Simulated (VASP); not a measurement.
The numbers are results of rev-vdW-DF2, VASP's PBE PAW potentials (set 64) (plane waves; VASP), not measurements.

VASP input:

### INCAR
```
# general
SYSTEM   = CoGa
PREC     = Accurate
ENCUT    = 520
LREAL    = .False.   # projection in real space or not
LASPH    = .True.

# electronic loop
EDIFF    = 1E-7
NELM     = 100   # most electronic steps
ALGO     = Normal   # blocked Davidson
LMAXMIX  = 4   # l cut-off of mixed one-centre charges

# smearing
ISMEAR   = 1
SIGMA    = 0.1   # width (eV)

# functional
GGA      = MK
LUSE_VDW = .True.
AGGAC    = 0.0
PARAM1   = 0.1234568
PARAM2   = 0.7114
ZAB_VDW  = -1.8867

# ions
ISIF     = 2   # forces and stress, cell fixed

# output
LWAVE    = .False.
LCHARG   = .False.
```

File KPOINTS:
```
Automatic mesh
0
Gamma
13 13 13
0 0 0
```

### POSCAR
```
CoGa
5.7753170
  0.4999999670   0.0000000000   0.0000000000
  0.0000000000   0.4999999670   0.0000000000
  0.0000000000   0.0000000000   0.4999999670
Ga Co
1 1
direct
  0.5000000000   0.5000000000   0.5000000000
  0.0000000000   0.0000000000   0.0000000000
```

POTCAR, in this order: Ga_d Co (PBE.64 set). Program: vasp_std.

### Question
Predict the energy per atom (σ→0), pressure, band gap (on the k-mesh).

### Answer

```json
{
  "energy per atom (σ→0)": "-2.681 eV/atom",
  "band gap (on the k-mesh)": "none (metal, semimetal or under 0.01 eV)",
  "pressure": "-5.13 GPa"
}
```

**OSZICAR**
```
...
DAV:   7    -0.538249525772E+01    0.20548E+01   -0.93956E+00  2618   0.466E+01    0.166E+00
DAV:   8    -0.536875565227E+01    0.13740E-01   -0.24508E-01  3022   0.540E+00    0.648E-01
DAV:   9    -0.536266911001E+01    0.60865E-02   -0.19426E-02  3425   0.221E+00    0.128E-01
DAV:  10    -0.536239308104E+01    0.27603E-03   -0.62810E-04  3385   0.367E-01    0.621E-02
DAV:  11    -0.536238413633E+01    0.89447E-05   -0.65789E-05  3596   0.142E-01    0.126E-02
DAV:  12    -0.536238355480E+01    0.58153E-06   -0.35109E-06  3368   0.318E-02    0.282E-03
DAV:  13    -0.536238346663E+01    0.88169E-07   -0.42088E-07  2978   0.102E-02
   1 F= -.53623835E+01 E0= -.53626738E+01  d E =0.871120E-03
```

The compound is CoGa in the CsCl type structure. This cell is one point of a volume scan, at 1.03 of the reference volume. The run is not spin-polarised, so no magnetic state was tried.
